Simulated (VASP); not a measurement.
Input:

```
Al12W
1.0
   -3.76434     3.76434     3.76434
    3.76434    -3.76434     3.76434
    3.76434     3.76434    -3.76434
Al W
12 1
Cartesian
 -1.44637   2.36096   3.76434
  5.21071   1.40339   0.00000
  1.44637   2.36096   3.76434
  2.31797   1.40339   0.00000
  3.76434  -1.44637   2.36096
  3.76434   1.44637   2.36096
  0.00000   2.31797   1.40339
  0.00000   5.21071   1.40339
  2.36096   3.76434  -1.44637
  1.40339   0.00000   2.31797
  1.40339   0.00000   5.21071
  2.36096   3.76434   1.44637
  0.00000   0.00000   0.00000
```

Calculation: r2SCAN meta-GGA, VASP's PBE PAW potentials (set 64) (plane waves; VASP). Numerical set-up: LREAL = Auto, 400 eV cut-off, 7×7×7 Γ-centred mesh, tetrahedra with Blöchl corrections, potentials Al W_sv.

Task: Give the energies of bands 18 to 31 at the high-symmetry points, in eV from the Fermi level.

Result: 
```json
[
 {"band": "18", "Γ": "-2.19", "H": "-1.93", "N": "-2.52", "P": "-3.68"},
 {"band": "19", "Γ": "-2.19", "H": "-1.93", "N": "-2.34", "P": "-3.68"},
 {"band": "20", "Γ": "-0.86", "H": "-1.61", "N": "-1.92", "P": "-3.65"},
 {"band": "21", "Γ": "-0.86", "H": "-0.90", "N": "-1.89", "P": "-1.16"},
 {"band": "22", "Γ": "-0.86", "H": "-0.90", "N": "-1.44", "P": "-1.16"},
 {"band": "23", "Γ": "-0.62", "H": "-0.90", "N": "-1.34", "P": "-1.16"},
 {"band": "24", "Γ": "-0.62", "H": "1.56", "N": "-0.23", "P": "-0.41"},
 {"band": "25", "Γ": "-0.62", "H": "1.56", "N": "-0.21", "P": "-0.41"},
 {"band": "26", "Γ": "0.30", "H": "1.56", "N": "-0.13", "P": "1.34"},
 {"band": "27", "Γ": "2.74", "H": "1.62", "N": "0.55", "P": "1.34"},
 {"band": "28", "Γ": "2.74", "H": "1.62", "N": "0.86", "P": "1.34"},
 {"band": "29", "Γ": "3.26", "H": "1.62", "N": "1.40", "P": "2.11"},
 {"band": "30", "Γ": "3.26", "H": "1.86", "N": "1.64", "P": "2.11"},
 {"band": "31", "Γ": "3.30", "H": "1.86", "N": "2.82", "P": "2.11"}
]
```

It has no gap at this level: it comes out as a metal or semimetal.

The compound is Al12W in the sg204 structure. It was relaxed first.
